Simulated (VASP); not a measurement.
Output of a VASP run:

### OUTCAR
```
 ion  position               nearest neighbor table
   1  0.830  0.660  0.250-   4 2.81   5 2.81   8 2.83   8 2.83   3 2.87   3 2.87   6 2.87   6 2.87
                             7 2.87   7 2.87
   2  0.170  0.340  0.750-   3 2.81   6 2.81   7 2.83   7 2.83   4 2.87   4 2.87   5 2.87   5 2.87
                             8 2.87   8 2.87
   3  0.170  0.830  0.750-   2 2.81   6 2.81   7 2.83   7 2.83   5 2.87   5 2.87   1 2.87   1 2.87
                             8 2.87   8 2.87
   4  0.830  0.170  0.250-   1 2.81   5 2.81   8 2.83   8 2.83   6 2.87   6 2.87   2 2.87   2 2.87
                             7 2.87   7 2.87
   5  0.340  0.170  0.250-   1 2.81   4 2.81   8 2.83   8 2.83   3 2.87   3 2.87   2 2.87   2 2.87
                             7 2.87   7 2.87
   6  0.660  0.830  0.750-   2 2.81   3 2.81   7 2.83   7 2.83   4 2.87   4 2.87   1 2.87   1 2.87
                             8 2.87   8 2.87
   7  0.333  0.667  0.250-   3 2.83   3 2.83   2 2.83   2 2.83   6 2.83   6 2.83   5 2.87   1 2.87
                             4 2.87   4 2.87   5 2.87   1 2.87
   8  0.667  0.333  0.750-   4 2.83   4 2.83   1 2.83   1 2.83   5 2.83   5 2.83   6 2.87   2 2.87
                             3 2.87   3 2.87   6 2.87   2 2.87
  LATTYP: Found a hexagonal cell.
 ALAT       =     5.7477000000
 C/A-ratio  =     0.8056352976
 Subroutine PRICEL returns:
 Original cell was already a primitive cell.
 Subroutine GETGRP returns: Found 24 space group operations
The static configuration has the point symmetry D_3d.
 The point group associated with its full space group is D_6h.
The dynamic configuration has the point symmetry D_3d.
 Subroutine INISYM returns: Found 24 space group operations
 Subroutine IBZKPT returns following result:
 Found     15 irreducible k-points:

 Following reciprocal coordinates:
            Coordinates               Weight
  0.000000  0.000000  0.000000      1.000000
  0.200000 -0.000000  0.000000      6.000000
  0.400000 -0.000000  0.000000      6.000000
  0.200000  0.200000  0.000000      6.000000
  0.400000  0.200000  0.000000      6.000000
  0.000000  0.000000  0.200000      2.000000
  0.200000 -0.000000  0.200000     12.000000
  0.400000 -0.000000  0.200000     12.000000
  0.200000  0.200000  0.200000     12.000000
  0.400000  0.200000  0.200000     12.000000
  0.000000  0.000000  0.400000      2.000000
  0.200000 -0.000000  0.400000     12.000000
  0.400000 -0.000000  0.400000     12.000000
  0.200000  0.200000  0.400000     12.000000
  0.400000  0.200000  0.400000     12.000000
   k-points           NKPTS =     15   k-points in BZ     NKDIM =     15   number of bands    NBANDS=     46
   number of dos      NEDOS =    301   number of ions     NIONS =      8
   total plane-waves  NPLWV =  28672
   dimension x,y,z NGX =    32 NGY =   32 NGZ =   28
   dimension x,y,z NGXF=    64 NGYF=   64 NGZF=   56
   ions per type =               6   2
   PREC   = accura    normal or accurate (medium, high low for compatibility)
   ISTART =      0    job   : 0-new  1-cont  2-samecut
   ICHARG =      2    charge: 1-file 2-atom 10-const
   ISPIN  =      1    spin polarized calculation?
   LNONCOLLINEAR =      F non collinear calculations
   LSORBIT =      F    spin-orbit coupling
   INIWAV =      1    electr: 0-lowe 1-rand  2-diag
   ENCUT  =  300.0 eV  22.05 Ry    4.70 a.u.   8.12  8.12  6.54*2*pi/ulx,y,z
   NELM   =    100;   NELMIN=  2; NELMDL= -5     # of ELM steps
   EDIFF  = 0.1E-05   stopping-criterion for ELM
   LREAL  =      F    real-space projection
   NLSPLINE    = F    spline interpolate recip. space projectors
   LMAXMIX     =    4 max onsite mixed and CHGCAR
   VOSKOWN=      0    Vosko Wilk Nusair interpolation
   EDIFFG = 0.1E-04   stopping-criterion for IOM
   NSW    =      0    number of steps for IOM
   NBLOCK =      1;   KBLOCK =      1    inner block; outer block
   IBRION =     -1    ionic relax: 0-MD 1-quasi-New 2-CG
   NFREE  =      0    steps in history (QN), initial steepest desc. (CG)
   ISIF   =      2    stress and relaxation
   ISYM   =      2    0-nonsym 1-usesym 2-fastsym
   TEIN   =    0.0    initial temperature
   TEBEG  =    0.0;   TEEND  =   0.0 temperature during run
   SMASS  =  -3.00    Nose mass-parameter (am)
   PSTRESS=    0.0 pullay stress
   NELECT =      78.0000    total number of electrons
   EFERMI =   0.00;   METHOD = LEGACY
...
```

OSZICAR:
```
       N       E                     dE             d eps       ncg     rms          rms(c)
DAV:   1     0.833016876021E+03    0.83302E+03   -0.29519E+04  1396   0.145E+03
DAV:   2     0.630081465577E+02   -0.77001E+03   -0.75656E+03  1380   0.504E+02
DAV:   3    -0.496190535301E+02   -0.11263E+03   -0.10960E+03  2252   0.165E+02
DAV:   4    -0.639596122537E+02   -0.14341E+02   -0.14130E+02  2088   0.515E+01
DAV:   5    -0.648167766301E+02   -0.85716E+00   -0.85120E+00  2162   0.110E+01    0.220E+01
DAV:   6    -0.564711387156E+02    0.83456E+01   -0.47048E+01  1734   0.428E+01    0.474E+00
DAV:   7    -0.566491161817E+02   -0.17798E+00   -0.33611E+00  1928   0.760E+00    0.417E+00
DAV:   8    -0.566400672181E+02    0.90490E-02   -0.31847E-01  1794   0.319E+00    0.160E+00
DAV:   9    -0.566416362677E+02   -0.15690E-02   -0.72329E-02  1888   0.163E+00    0.403E-01
DAV:  10    -0.566417947127E+02   -0.15844E-03   -0.14316E-02  1866   0.759E-01    0.952E-02
DAV:  11    -0.566418599700E+02   -0.65257E-04   -0.10470E-03  1960   0.184E-01    0.421E-02
DAV:  12    -0.566418406451E+02    0.19325E-04   -0.15254E-04  2088   0.555E-02    0.130E-02
DAV:  13    -0.566418397682E+02    0.87689E-06   -0.11420E-05  1712   0.224E-02    0.180E-03
DAV:  14    -0.566418403367E+02   -0.56855E-06   -0.96999E-07  1072   0.653E-03
   1 F= -.56641840E+02 E0= -.56632842E+02  d E =-.179968E-01
```

File OUTCAR:
```
------------------------ aborting loop because EDIFF is reached ----------------------------------------
  FORCE on cell =-STRESS in cart. coord.  units (eV):
  Direction    XX          YY          ZZ          XY          YZ          ZX
  --------------------------------------------------------------------------------------
  Total        0.4234590      0.4234590      1.0032322      0.0000000     -0.0000000      0.0000000
  in kB        5.1211868      5.1211863     12.1327902      0.0000000     -0.0000000      0.0000000
  external PRESSURE =       7.4583878 kB  Pullay stress =       0.0000000 kB
  volume of cell :      132.48
      direct lattice vectors                 reciprocal lattice vectors
     5.747700000  0.000000000  0.000000000     0.173982637  0.100448926  0.000000000
    -2.873850000  4.977654000  0.000000000     0.000000000  0.200897853  0.000000000
     0.000000000  0.000000000  4.630550000     0.000000000  0.000000000  0.215957068
 POSITION                                       TOTAL-FORCE (eV/Angst)
 -----------------------------------------------------------------------------------
      2.87385      3.28426      1.15764         0.000000      0.006106     -0.000000
     -0.00000      1.69340      3.47291         0.000000     -0.006106      0.000000
     -1.40732      4.13096      3.47291        -0.005288      0.003053      0.000000
      4.28117      0.84670      1.15764         0.005288     -0.003053      0.000000
      1.46653      0.84670      1.15764        -0.005288     -0.003053      0.000000
      1.40732      4.13096      3.47291         0.005288      0.003053     -0.000000
     -0.00000      3.31844      1.15764         0.000000      0.000000      0.000000
      2.87385      1.65922      3.47291         0.000000      0.000000      0.000000
 -----------------------------------------------------------------------------------
    total drift:                               -0.004947      0.002856     -0.000024
  FREE ENERGIE OF THE ION-ELECTRON SYSTEM (eV)
  ---------------------------------------------------
  free  energy   TOTEN  =       -56.6418403367 eV

  energy  without entropy=      -56.6238435821  energy(sigma->0) =      -56.63284196
```
(Selected blocks of OUTCAR.)

### POSCAR
```
Ti3Al
1
    5.7477000000     0.0000000000     0.0000000000
   -2.8738500000     4.9776540000     0.0000000000
    0.0000000000     0.0000000000     4.6305500000
Ti Al
6 2
Direct
  0.8299000000   0.6598000000   0.2500000000
  0.1701000000   0.3402000000   0.7500000000
  0.1701000000   0.8299000000   0.7500000000
  0.8299000000   0.1701000000   0.2500000000
  0.3402000000   0.1701000000   0.2500000000
  0.6598000000   0.8299000000   0.7500000000
  0.3333330000   0.6666670000   0.2500000000
  0.6666670000   0.3333330000   0.7500000000
```

### Question
Reconstruct the remaining input files.

### Answer
This is not unique; one that fits is the input of the run itself, PBE GGA, plane waves, VASP's PBE PAW potentials (set 64).

**INCAR**
```
SYSTEM = Ti3Al
PREC = Accurate; ENCUT = 300; LREAL = .False.
LASPH = .True.
EDIFF = 1E-6; NELM = 100; ALGO = Normal
LMAXMIX = 4
ISMEAR = 0; SIGMA = 0.1
GGA = PE
ISIF = 2
LWAVE = .False.; LCHARG = .False.
```

File KPOINTS:
```
Automatic
0
Gamma
 5 5 5
```

POTCAR, in this order: Ti_sv Al (PBE.64 set). Program: vasp_std.

At this cut-off the stress carries a Pulay error, which pulls relaxed volumes low.

The structure comes from a computed database's Ti3Al entry (P6_3/mmc); how it stands against other phases isn't given here. The cell was not relaxed at this level.
